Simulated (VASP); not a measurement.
SnGeO4:

```
Ge Sn O
1.0
     0.00000    0.00000    3.07310
     4.56516    0.00000    0.00000
     0.00000    4.56516    0.00000
Ge Sn O
1 1 4
Direct
  0.50000 0.50000 0.50000
  0.00000 0.00000 0.00000
  0.50000 0.19403 0.80597
  0.50000 0.80597 0.19403
  0.00000 0.30597 0.30597
  0.00000 0.69403 0.69403
```

The cell comes from a database or a generator and needn't be the stable form of this composition.

```yaml
Program: VASP 6.6.1
Task: relaxation of cell and atoms
Functional: PBEsol
Potentials_or_basis: VASP PAW PBE potentials, release 64 (Ge_d, Sn_d, O)
Cutoff: 600 eV
k_mesh: 4 × 3 × 3
Occupations: gaussian, width 0.02 eV
Spin: no spin polarisation
```

At the start: pressure 5.9 GPa; volume 10.67 Å³/atom.

Task: How do energy, volume and symmetry change on relaxing?

Result: Over 12 steps the energy falls by 85.1 meV/atom and the volume is 10.78 Å³/atom (+1.0 %); space group Cmmm (No. 65, to 0.05 Å).

Step by step:
```
step  energy change (eV)  largest force (eV/Å)  pressure (GPa)  volume (Å³)
   1              0.0000                3.0619            5.91        64.05
   2             -0.1325                2.1458           -7.56        67.74
   3             -0.4854                0.2613           -4.11        65.96
   4             -0.4855                0.3145           -3.92        65.92
   5             -0.4968                0.3293            3.43        63.74
   6             -0.5079                0.1728            0.42        64.62
   7             -0.5078                0.1655            0.03        64.66
   8             -0.5103                0.0295           -0.01        64.65
   9             -0.5104                0.0323           -0.02        64.65
  10             -0.5105                0.0125            0.08        64.64
  11             -0.5105                0.0137            0.06        64.64
  12             -0.5105                0.0020           -0.04        64.66
```

Final structure:
```
Ge Sn O
1.0
     0.00000    0.00000    3.06047
     4.59679    0.03971    0.00000
     0.03971    4.59679    0.00000
Ge Sn O
1 1 4
Direct
  0.50000 0.50000 0.50000
  0.00000 0.00000 0.00000
  0.50000 0.20818 0.79182
  0.50000 0.79182 0.20818
  0.00000 0.31693 0.31693
  0.00000 0.68307 0.68307
```

Caveat: the k mesh is coarse (spacing up to 0.51 Å⁻¹), so the values aren't converged; the PAW data sets were made with another functional, which shifts forces and pressure a little.
